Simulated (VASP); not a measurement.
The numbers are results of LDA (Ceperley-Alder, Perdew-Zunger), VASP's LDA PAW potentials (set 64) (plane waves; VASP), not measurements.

Input for VASP

### KPOINTS
```
Automatic mesh
0
Gamma
7 7 7
0 0 0
```

### INCAR
```
ALGO = Normal
EDIFF = 1E-6
EDIFFG = -0.01
ENCUT = 520
IBRION = 2
ISIF = 3
ISMEAR = 0
LASPH = T
LCHARG = F
LMAXMIX = 4
LREAL = F
LWAVE = F
NELM = 100
NSW = 60
PREC = Accurate
SIGMA = 0.05
SYSTEM = NaI
```

File POSCAR:
```
NaI
1
    0.0000000000     3.1311896302     3.1311896302
    3.1311896302     0.0000000000     3.1311896302
    3.1311896302     3.1311896302     0.0000000000
Na I
1 1
Direct
  1.0000000000   0.0000000000   1.0000000000
  0.5000000000   0.5000000000   0.5000000000
```

POTCAR, in this order: Na_pv I (LDA.64 set). Program: vasp_std.

The resulting files:

File OSZICAR:
```
       N       E                     dE             d eps       ncg     rms          rms(c)
DAV:   1     0.747444373357E+02    0.74744E+02   -0.68357E+03   440   0.117E+03
DAV:   2    -0.292510381000E-01   -0.74774E+02   -0.70460E+02   454   0.233E+02
DAV:   3    -0.590330631013E+01   -0.58741E+01   -0.58251E+01   539   0.660E+01
DAV:   4    -0.607934471522E+01   -0.17604E+00   -0.17595E+00   518   0.117E+01
DAV:   5    -0.608401010375E+01   -0.46654E-02   -0.46653E-02   542   0.196E+00    0.176E+00
DAV:   6    -0.603036991388E+01    0.53640E-01   -0.64564E-02   500   0.198E+00    0.117E+00
DAV:   7    -0.601746611432E+01    0.12904E-01   -0.46236E-02   506   0.148E+00    0.473E-01
DAV:   8    -0.601709160901E+01    0.37451E-03   -0.23851E-03   470   0.510E-01    0.706E-02
DAV:   9    -0.601707168479E+01    0.19924E-04   -0.78890E-05   536   0.113E-01    0.335E-02
DAV:  10    -0.601707046507E+01    0.12197E-05   -0.16982E-05   598   0.615E-02    0.420E-03
DAV:  11    -0.601707036921E+01    0.95858E-07   -0.70741E-07   289   0.147E-02
   1 F= -.60170704E+01 E0= -.60170704E+01  d E =-.601707E+01
```

### OUTCAR
```
------------------------ aborting loop because EDIFF is reached ----------------------------------------
  FORCE on cell =-STRESS in cart. coord.  units (eV):
  Direction    XX          YY          ZZ          XY          YZ          ZX
  --------------------------------------------------------------------------------------
  Total        0.0039900      0.0039900      0.0039900      0.0000000     -0.0000000     -0.0000000
  in kB        0.1041180      0.1041180      0.1041180      0.0000000     -0.0000000     -0.0000000
  external PRESSURE =       0.1041180 kB  Pullay stress =       0.0000000 kB
  volume of cell :       61.40
      direct lattice vectors                 reciprocal lattice vectors
     0.000000000  3.131189630  3.131189630    -0.159683717  0.159683717  0.159683717
     3.131189630  0.000000000  3.131189630     0.159683717 -0.159683717  0.159683717
     3.131189630  3.131189630  0.000000000     0.159683717  0.159683717 -0.159683717
  FREE ENERGIE OF THE ION-ELECTRON SYSTEM (eV)
  ---------------------------------------------------
  free  energy   TOTEN  =        -6.0170703692 eV

  energy  without entropy=       -6.0170703692  energy(sigma->0) =       -6.01707037

 reached required accuracy - stopping structural energy minimisation
```
(Selected blocks of OUTCAR.)

The compound is NaI in the rock salt structure. It was relaxed first, which changed the volume by -9 %. The start is the result of an earlier pass.
